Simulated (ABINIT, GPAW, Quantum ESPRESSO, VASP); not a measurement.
AuZr2 (I4/mmm, 3 atoms in the cell) computed with different codes at matched settings

Self-consistent single point, at a second geometry (lattice scaled by 0.98). First geometry:

```
CELL_PARAMETERS angstrom
     -1.65018     1.65018     5.82547
      1.65018    -1.65018     5.82547
      1.65018     1.65018    -5.82547
ATOMIC_POSITIONS crystal
  Zr 0.65970 0.65970 0.00000
  Zr 0.34030 0.34030 0.00000
  Au 0.00000 0.00000 0.00000
```

Shared settings, as Quantum ESPRESSO writes them: occupations = smearing; smearing = fd; degauss = 0.0036749 Ry; K_POINTS = automatic 10 10 10 0 0 0. Potentials and cutoffs stand in the table.

```json
[
 {"code": "VASP", "model": "PBEsol, VASP's PBE PAW potentials (set 64)", "ΔF from the first geometry (meV/atom)": "1.3", "pressure (GPa)": "3.50", "largest force (eV/Å)": "0.000", "cutoff": "300 eV"},
 {"code": "ABINIT", "model": "PBEsol, PAW (JTH v2.0 PBE PAW, files made for PBE)", "ΔF from the first geometry (meV/atom)": "-0.6", "pressure (GPa)": "4.09", "largest force (eV/Å)": "0.027", "cutoff": "26 Ha"},
 {"code": "GPAW", "model": "PBEsol, GPAW PAW datasets PBEsol (made by gpaw-setup)", "ΔF from the first geometry (meV/atom)": "-0.2", "pressure (GPa)": "3.94", "largest force (eV/Å)": "0.060", "cutoff": "550 eV"},
 {"code": "Quantum ESPRESSO", "model": "PBEsol, GBRV 1.5 ultrasoft (PBESOL) pseudopotentials", "ΔF from the first geometry (meV/atom)": "-1.9", "pressure (GPa)": "3.90", "largest force (eV/Å)": "0.025", "cutoff": "40 Ry"}
]
```

For VASP (by 0.8 GPa) the energy change implies a higher mean pressure, against the two pressures, than for the other programs: a sign of finite-basis (Pulay) stress.

On VASP's run: spin-orbit coupling is off.

The spread over the programs that give each value: ΔF from the first geometry within 3.2 meV/atom; pressure within 0.59 GPa; largest force within 0.060 eV/Å.

VASP's run is marked for a possible Pulay error in its stress at this cutoff; no cutoff test was made.

The starting cell comes from a database of computed structures (which also holds hypothetical and non-ambient phases and stackings), without a prior relaxation at this level. For this run, on top of that: lattice scaled by 0.98.

Left out of this page: Ansatz and SIESTA (not drawn, or without a comparable value); FLEUR (unsound by tests on forces, stress, charge or solver warnings).
